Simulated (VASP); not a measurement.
All values below come from LDA (Ceperley-Alder, Perdew-Zunger), VASP's LDA PAW potentials (set 64) (plane waves; VASP 6.6.1).

A VASP calculation is set up with these files.

File POSCAR:
```
Nb
1.0
 -1.6588150000   1.6588150000   1.6588150000
  1.6588150000  -1.6588150000   1.6588150000
  1.6588150000   1.6588150000  -1.6588150000
Nb
1
Cartesian
  0.0000000000   0.0000000000   0.0000000000
```

**INCAR**
```
# general
SYSTEM  = Nb
PREC    = Accurate
ENCUT   = 400   # plane-wave cut-off (eV)
LREAL   = F   # projection in real space or not
LASPH   = T   # aspherical one-centre terms

# electronic loop
EDIFF   = 1E-6   # SCF stop (eV)
NELM    = 100
ALGO    = Normal   # blocked Davidson
LMAXMIX = 4   # l cut-off of mixed one-centre charges

# smearing
ISMEAR  = 1
SIGMA   = 0.1   # width (eV)

# ions
IBRION  = 2   # conjugate gradients
NSW     = 60   # most ionic steps
ISIF    = 3
EDIFFG  = -0.01

# output
LWAVE   = F
LCHARG  = F
```

### KPOINTS
```
Regular mesh
0
Gamma
14 14 14
0 0 0
```

POTCAR, in this order: Nb_sv (LDA.64 set). Program: vasp_std.

Output of the run:

**OSZICAR**
```
       N       E                     dE             d eps       ncg     rms          rms(c)
DAV:   1     0.956235069163E+02    0.95624E+02   -0.63744E+03  2144   0.106E+03
DAV:   2    -0.720272442620E+01   -0.10283E+03   -0.10027E+03  2296   0.403E+02
DAV:   3    -0.115403538643E+02   -0.43376E+01   -0.41696E+01  3314   0.681E+01
DAV:   4    -0.116923324131E+02   -0.15198E+00   -0.15132E+00  2980   0.111E+01
DAV:   5    -0.116971980177E+02   -0.48656E-02   -0.48626E-02  3302   0.174E+00    0.721E+00
DAV:   6    -0.112614172837E+02    0.43578E+00   -0.82427E-01  3242   0.117E+01    0.249E+00
DAV:   7    -0.112065277185E+02    0.54890E-01   -0.22172E-01  3280   0.574E+00    0.834E-01
DAV:   8    -0.112080513559E+02   -0.15236E-02   -0.97176E-03  2516   0.147E+00    0.667E-02
DAV:   9    -0.112080745283E+02   -0.23172E-04   -0.77491E-04  3644   0.312E-01    0.248E-02
DAV:  10    -0.112080785656E+02   -0.40374E-05   -0.10948E-05  2500   0.452E-02    0.117E-02
DAV:  11    -0.112080759687E+02    0.25969E-05   -0.32693E-06  2500   0.292E-02    0.282E-03
DAV:  12    -0.112080759262E+02    0.42525E-07   -0.14297E-07  1262   0.644E-03
   1 F= -.11208076E+02 E0= -.11208055E+02  d E =-.112081E+02
       N       E                     dE             d eps       ncg     rms          rms(c)
DAV:   1    -0.164719372179E+02   -0.52639E+01   -0.17133E+02  2544   0.219E+02    0.231E+01
DAV:   2    -0.115473414991E+02    0.49246E+01   -0.98318E+00  3028   0.489E+01    0.556E+00
DAV:   3    -0.108882203937E+02    0.65912E+00   -0.38833E+00  3216   0.255E+01    0.467E+00
DAV:   4    -0.110114800705E+02   -0.12326E+00   -0.17355E-01  3416   0.354E+00    0.189E+00
DAV:   5    -0.110845901668E+02   -0.73110E-01   -0.30748E-01  3636   0.452E+00    0.729E-01
DAV:   6    -0.110788226063E+02    0.57676E-02   -0.12320E-02  3116   0.114E+00    0.111E-01
DAV:   7    -0.110792142397E+02   -0.39163E-03   -0.19532E-03  3558   0.433E-01    0.149E-02
DAV:   8    -0.110792223670E+02   -0.81272E-05   -0.95100E-05  2686   0.606E-02    0.224E-03
DAV:   9    -0.110792225565E+02   -0.18950E-06   -0.15725E-06  1996   0.151E-02
   2 F= -.11079223E+02 E0= -.11079273E+02  d E =0.128853E+00
       N       E                     dE             d eps       ncg     rms          rms(c)
DAV:   1    -0.136490951002E+02   -0.25699E+01   -0.75450E+01  2484   0.145E+02    0.123E+01
DAV:   2    -0.113435916938E+02    0.23055E+01   -0.66836E+00  3210   0.375E+01    0.356E+00
DAV:   3    -0.111402128296E+02    0.20338E+00   -0.18784E+00  3222   0.153E+01    0.189E+00
DAV:   4    -0.111761253895E+02   -0.35913E-01   -0.34116E-02  2448   0.204E+00    0.142E+00
DAV:   5    -0.112494636923E+02   -0.73338E-01   -0.13415E-01  3514   0.269E+00    0.561E-01
DAV:   6    -0.112512548921E+02   -0.17912E-02   -0.22123E-03  2432   0.493E-01    0.419E-01
DAV:   7    -0.112532242526E+02   -0.19694E-02   -0.26683E-03  2936   0.724E-01    0.247E-02
DAV:   8    -0.112532352143E+02   -0.10962E-04   -0.20453E-04  2882   0.101E-01    0.451E-02
DAV:   9    -0.112532399318E+02   -0.47175E-05   -0.33182E-05  2318   0.941E-02    0.129E-02
DAV:  10    -0.112532402702E+02   -0.33840E-06   -0.10190E-06  1416   0.160E-02
   3 F= -.11253240E+02 E0= -.11253378E+02  d E =-.451643E-01
       N       E                     dE             d eps       ncg     rms          rms(c)
DAV:   1    -0.112543884849E+02   -0.11486E-02   -0.33744E-02  2554   0.305E+00    0.276E-01
DAV:   2    -0.112533894642E+02    0.99902E-03   -0.24602E-03  3160   0.739E-01    0.723E-02
DAV:   3    -0.112532849483E+02    0.10452E-03   -0.77262E-04  3224   0.328E-01    0.468E-02
DAV:   4    -0.112533087788E+02   -0.23830E-04   -0.25316E-05  2880   0.508E-02    0.255E-02
DAV:   5    -0.112533293138E+02   -0.20535E-04   -0.62937E-05  3586   0.579E-02    0.913E-03
DAV:   6    -0.112533288425E+02    0.47130E-06   -0.10381E-06  1500   0.128E-02
   4 F= -.11253329E+02 E0= -.11253466E+02  d E =-.452529E-01
```

**OUTCAR**
```
------------------------ aborting loop because EDIFF is reached ----------------------------------------
  FORCE on cell =-STRESS in cart. coord.  units (eV):
  Direction    XX          YY          ZZ          XY          YZ          ZX
  --------------------------------------------------------------------------------------
  Total       -0.0060337     -0.0060337     -0.0060337      0.0000000      0.0000000      0.0000000
  in kB       -0.5666773     -0.5666773     -0.5666773      0.0000000      0.0000000      0.0000000
  external PRESSURE =      -0.5666773 kB  Pullay stress =       0.0000000 kB
  volume of cell :       17.06
      direct lattice vectors                 reciprocal lattice vectors
    -1.621684687  1.621684687  1.621684687     0.000000000  0.308321343  0.308321343
     1.621684687 -1.621684687  1.621684687     0.308321343  0.000000000  0.308321343
     1.621684687  1.621684687 -1.621684687     0.308321343  0.308321343  0.000000000
 POSITION                                       TOTAL-FORCE (eV/Angst)
 -----------------------------------------------------------------------------------
      3.24337      0.00000      0.00000         0.000000     -0.000000     -0.000000
 -----------------------------------------------------------------------------------
    total drift:                                0.000000     -0.000000      0.000000
  FREE ENERGIE OF THE ION-ELECTRON SYSTEM (eV)
  ---------------------------------------------------
  free  energy   TOTEN  =       -11.2533288425 eV

  energy  without entropy=      -11.2537416833  energy(sigma->0) =      -11.25346646

 reached required accuracy - stopping structural energy minimisation
```
(Selected blocks of OUTCAR.)

**CONTCAR**
```
Nb
   1.00000000000000
    -1.6216846870147061    1.6216846870147061    1.6216846870147061
     1.6216846870147061   -1.6216846870147061    1.6216846870147061
     1.6216846870147061    1.6216846870147061   -1.6216846870147061
  Nb
     1
Direct
     0.0000000000000000    1.0000000000000000    1.0000000000000000
```

Energy and stress use the plane-wave basis of the starting cell.

The structure comes from a computed database's Nb entry (Im-3m); how it stands against other phases isn't given here. This run relaxes it. Symmetry was kept, so distortions that lower it aren't found.
